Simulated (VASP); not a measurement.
Wanted: the native input for a VASP 6.6.1 run.

* Task: relaxation of cell and atoms
* Functional: RPBE
* Potentials or basis: VASP PAW PBE potentials, release 64 (Cu, Ru_pv)
* Cutoff: 600 eV
* k mesh: 7 × 7 × 7
* Occupations: methfessel-paxton, width 0.2 eV
* Spin: no spin polarisation
* Further INCAR settings: ALGO = Normal; EDIFF = 1e-07; IBRION = 2; EDIFFG = -0.01; NSW = 60; ISIF = 3

The structure of CuRu4 lies in POSCAR:

```
CuRu4
1.0
   -2.5560481600      2.5560481600      2.5560481600
    2.5560481600     -2.5560481600      2.5560481600
    2.5560481600      2.5560481600     -2.5560481600
Cu Ru
1 4
Direct
    0.0000000000      0.0000000000      0.0000000000
    0.0000000000      0.0000000000      0.5000000000
    0.5000000000      0.0000000000      0.0000000000
    0.0000000000      0.5000000000      0.0000000000
    0.5000000000      0.5000000000      0.5000000000
```

The cell was built by a generator and needn't be a form met in nature.

One way to write it, as run:

INCAR

```
SYSTEM = CuRu4
PREC = Accurate ; ENCUT = 600
EDIFF = 1E-7 ; ISMEAR = 1
SIGMA = 0.2 ; LREAL = .FALSE.
LASPH = .TRUE. ; NELM = 60
ALGO = Normal ; ISIF = 3
LWAVE = .FALSE. ; LCHARG = .FALSE.
GGA = RP ; IBRION = 2
NSW = 60 ; EDIFFG = -0.01
```

KPOINTS

```
Automatic mesh
0
G
  7 7 7
  0 0 0
```

Potentials or basis: VASP PAW PBE potentials, release 64 (Cu, Ru_pv).

Run with:

```console
$ cat potpaw_PBE.64/Cu/POTCAR potpaw_PBE.64/Ru_pv/POTCAR > POTCAR
$ mpirun -np 1 vasp_std > vasp.out
```

It gave:

```yaml
Relaxed_volume: 16.48 Å³/atom
Relaxed_cell: a = 4.748 Å, b = 4.748 Å, c = 4.748 Å, α = 109.47°, β = 109.47°, γ = 109.47°
Space_group_after_relaxing_to_0.05_Å: Im-3m (No. 229)
Energy_gained_by_relaxing: 479.3 meV/atom
Ionic_steps: 5
Pressure_after_relaxing: 0.0 GPa
Band_gap_on_the_k_mesh: none (metal or under the smearing width)
```

Caveat: the volume moved by over 15 % at a fixed basis, so the end points are rough; the PAW data sets were made with another functional, which shifts forces and pressure a little.

Run time: 6.4 min on 1 thread of Intel(R) Xeon(R) Platinum 8259CL CPU @ 2.50GHz (Skylake/Cascade Lake), with other jobs on the host, peak memory 0.24 GiB.
